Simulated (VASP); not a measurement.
```
CELL_PARAMETERS angstrom
      3.92482     0.00000     0.00000
      0.00000     3.92482     0.00000
      0.00000     0.00000     5.65824
ATOMIC_POSITIONS crystal
  Zn 0.00000 0.00000 0.50000
  Cd 0.50000 0.50000 0.00000
  S  0.50000 0.00000 0.27598
  S  0.00000 0.50000 0.72402
```

Calculation: PBEsol GGA, VASP's PBE PAW potentials (set 64) (plane waves; VASP). Run with 400 eV cut-off, Gaussian smearing of 0.050 eV, potentials Zn Cd S.

**Question.** Give the energies of bands 8 to 21 at the high-symmetry points, in eV from the valence-band maximum.

**Answer.** 
| band | Γ | X | M | Z | R | A |
|---|---|---|---|---|---|---|
| 8 | -6.24 | -6.24 | -6.16 | -6.31 | -6.23 | -6.14 |
| 9 | -6.24 | -6.21 | -6.13 | -6.28 | -6.05 | -6.12 |
| 10 | -6.16 | -6.01 | -5.94 | -6.28 | -5.94 | -5.96 |
| 11 | -5.94 | -5.96 | -5.82 | -6.04 | -5.91 | -5.72 |
| 12 | -5.88 | -5.91 | -5.82 | -5.88 | -5.85 | -5.72 |
| 13 | -4.49 | -4.10 | -4.89 | -2.63 | -5.18 | -4.95 |
| 14 | -2.19 | -3.66 | -3.99 | -2.60 | -4.88 | -3.81 |
| 15 | -2.19 | -2.67 | -2.30 | -1.51 | -1.14 | -2.71 |
| 16 | -0.19 | -2.23 | -2.16 | -1.51 | -0.95 | -2.65 |
| 17 | 0.00 | -1.14 | -2.16 | -0.90 | -0.85 | -2.65 |
| 18 | 0.00 | -0.66 | -2.05 | -0.90 | -0.61 | -2.50 |
| 19 | 1.38 | 4.19 | 3.22 | 3.81 | 2.88 | 5.37 |
| 20 | 3.40 | 4.64 | 3.22 | 3.83 | 3.01 | 5.37 |
| 21 | 4.10 | 5.84 | 3.75 | 4.55 | 6.30 | 5.45 |

The gap is direct, 1.38 eV, from the valence maximum at Γ to the conduction minimum at Γ.

The structure comes from a computed database's ZnCdS2 entry (P-4m2); how it stands against other phases isn't given here. It was relaxed first.
